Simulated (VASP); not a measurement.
An input for Quantum ESPRESSO's pw.x (written as the equivalent of a VASP run, and not itself run):

```
&CONTROL
  calculation = 'scf'
  pseudo_dir = './pseudo'
  outdir = './out'
  tprnfor = .true.
  tstress = .true.
/
&SYSTEM
  ibrav = 0
  nat = 3
  ntyp = 2
  ecutwfc = 70
  occupations = 'smearing'
  smearing = 'fermi-dirac'
  degauss = 0.00147
  input_dft = 'pbe'
  noncolin = .true.
  lspinorb = .true.
/
&ELECTRONS
  conv_thr = 7.3e-08
  electron_maxstep = 100
/
ATOMIC_SPECIES
  Pb 207.200 Pb.upf
  I 126.904 I.upf
CELL_PARAMETERS angstrom
     2.2800000   -3.9490760    0.0000000
     2.2800000    3.9490760    0.0000000
     0.0000000    0.0000000    6.9800000
ATOMIC_POSITIONS crystal
  Pb   0.0000000  0.0000000  0.0000000
  I    0.3333330  0.6666670  0.2680000
  I    0.6666670  0.3333330  0.7320000
K_POINTS automatic
  4 4 3 0 0 0
```

Problem. Write the VASP files for the same calculation (PBE+SOC).

Solution. Several could match; the one computed here: 
### POSCAR
```
PbI2
6.980
  0.3266475645  -0.5657702006   0.0000000000
  0.3266475645   0.5657702006   0.0000000000
  0.0000000000   0.0000000000   1.0000000000
Pb I
1 2
Cart
  0.0000000000   0.0000000000   0.0000000000
  0.3266475645   0.1885904440   0.2680000000
  0.3266475645  -0.1885904440   0.7320000000
```

KPOINTS:
```
Automatic
0
Gamma
  4 4 3
0 0 0
```

**INCAR**
```
! general
SYSTEM         =  PbI2
PREC           =  Accurate
ENCUT          =  300
LREAL          =  .FALSE.
LASPH          =  .TRUE.

! electronic loop
EDIFF          =  1E-6
NELM           =  100
ALGO           =  Normal
LMAXMIX        =  4

! smearing
ISMEAR         =  -1
SIGMA          =  0.02

! functional
GGA            =  PE
GGA_COMPAT     =  .FALSE.

! spin
MAGMOM         =  9*0.0
LSORBIT        =  .TRUE.
LNONCOLLINEAR  =  .TRUE.

! ions
ISIF           =  2

! output
LWAVE          =  .FALSE.
LCHARG         =  .FALSE.
LORBIT         =  11
```

POTCAR, in this order: Pb_d I (PBE.64 set). Program: vasp_ncl.

The two are equivalent in intent, not identical: the potentials are each code's own (VASP's PAW set, PseudoDojo norm-conserving files, fully relativistic, in pw.x), so ENCUT and ecutwfc are chosen apart and not converted; conv_thr bounds pw.x's estimated SCF error, while EDIFF bounds the energy change between steps.

The structure is a typed PbI2 crystal (P-3m1). The cell was not relaxed at this level. The run is one of a series of settings (GGA_COMPAT = .FALSE., LNONCOLLINEAR = .TRUE., LSORBIT = .TRUE., MAGMOM = 0.0 0.0 0.0 0.0 0.0 0.0 0.0 0.0 0.0, program vasp_ncl against the base run), some of them coarse on purpose.
